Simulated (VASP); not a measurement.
Level of theory: PBEsol GGA, VASP's PBE PAW potentials (set 64) (plane waves; VASP).

A VASP calculation is set up with these files.

KPOINTS:
```
Automatic mesh
0
gamma
  24 24 1
0 0 0
```

### POSCAR
```
C bilayer
1
    2.4603054312     0.0000000000     0.0000000000
   -1.2301527156     2.1306865110     0.0000000000
    0.0000000000     0.0000000000    20.6510028117
C
4
Direct
  0.0000000000   0.0000000000   0.4133300000
  0.6666670000   0.3333330000   0.4133300000
  0.0000000000   0.0000000000   0.5866700000
  0.3333330000   0.6666670000   0.5866700000
```

**INCAR**
```
# general
SYSTEM = C bilayer
PREC   = Normal
ENCUT  = 500
LREAL  = .FALSE.
LASPH  = .TRUE.

# electronic loop
EDIFF  = 1E-6
NELM   = 100
NELMIN = 4
ALGO   = Normal

# smearing
ISMEAR = 1
SIGMA  = 0.1

# functional
GGA    = PS

# output
LWAVE  = .FALSE.
LCHARG = .FALSE.
LORBIT = 11
LVHAR  = .TRUE.
```

POTCAR, in this order: C (PBE.64 set). Program: vasp_std. Read from the step before: WAVECAR.

Estimate the energy per atom (σ→0), band gap (on the k-mesh).

- energy per atom (σ→0): -9.644 eV/atom
- band gap (on the k-mesh): none (metal, semimetal or under 0.01 eV)

**OSZICAR**
```
       N       E                     dE             d eps       ncg     rms          rms(c)
DAV:   1    -0.385753861220E+02   -0.38575E+02   -0.17214E-08  1172   0.123E-03    0.106E-04
DAV:   2    -0.385753861237E+02   -0.16864E-08   -0.19016E-09  1184   0.440E-04    0.934E-05
DAV:   3    -0.385753861255E+02   -0.18406E-08   -0.12283E-09  1080   0.310E-04    0.827E-05
DAV:   4    -0.385753861247E+02    0.80968E-09   -0.26479E-10  1056   0.139E-04
   1 F= -.38575386E+02 E0= -.38575324E+02  d E =-.186842E-03
```

The cell is a sheet with vacuum, built from C (graphite).
